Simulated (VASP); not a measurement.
TiTe2, 3 atoms in the cell. The cell holds a slab with vacuum, 3 atoms: a = 3.777 Å, b = 3.777 Å, c = 21.415 Å, α = 90.00°, β = 90.00°, γ = 120.00°. 

- Program: VASP 6.6.1
- Task: relaxation of cell and atoms
- Functional: PBE
- Potentials or basis: VASP PAW PBE potentials, release 64 (Te, Ti_sv)
- Cutoff: 600 eV
- k mesh: 9 × 9 × 1
- Occupations: gaussian, width 0.03 eV
- Spin: no spin polarisation
- Further INCAR settings: ALGO = Normal; EDIFF = 1e-06; IBRION = 2; EDIFFG = -0.01; NSW = 90; ISIF = 3

Potentials or basis: VASP PAW PBE potentials, release 64 (Te, Ti_sv).

Launch:

```sh
$ cat potpaw_PBE.64/Te/POTCAR potpaw_PBE.64/Ti_sv/POTCAR > POTCAR
$ mpirun -np 1 vasp_std > vasp.out
```

Hardware: 1 thread of Intel(R) Xeon(R) Platinum 8488C (Sapphire Rapids), on a shared host.

Question: How long does it take, and how much memory?

Answer: Wall time 6 min on 1 thread of Intel(R) Xeon(R) Platinum 8488C (Sapphire Rapids) (shared host), peak memory 0.47 GiB. Counts: scf iterations 79, k points 12, ion steps 8.
